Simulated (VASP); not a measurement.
Here is the system:

```
CELL_PARAMETERS angstrom
     -1.76902     1.76902     1.76902
      1.76902    -1.76902     1.76902
      1.76902     1.76902    -1.76902
ATOMIC_POSITIONS crystal
  Eu 0.00000 0.00000 0.00000
```

Level of theory: PBE GGA, VASP's PBE PAW potentials (set 64) (plane waves; VASP). Numerical set-up: 480 eV cut-off, 10×10×10 Γ-centred mesh, first-order Methfessel-Paxton smearing of 0.10 eV, potentials Eu_2.

The 4f electrons are frozen in the core of the lanthanide potential, so 4f levels, which can set the real gap, and their magnetism are missing.

Problem. Predict the energy per atom (σ→0), pressure, band gap (on the k-mesh) with the smallest direct gap where there is one.

Solution. 
| Property | Value |
|---|---|
| band gap (on the k-mesh) | none (metal, semimetal or under 0.01 eV) |
| energy per atom (σ→0) | -0.923 eV/atom |
| pressure | 19.93 GPa |

Only differences to runs with the same potentials and settings are physical.

The compound is Eu in the bcc structure. It was relaxed first under an external pressure of 20 GPa.
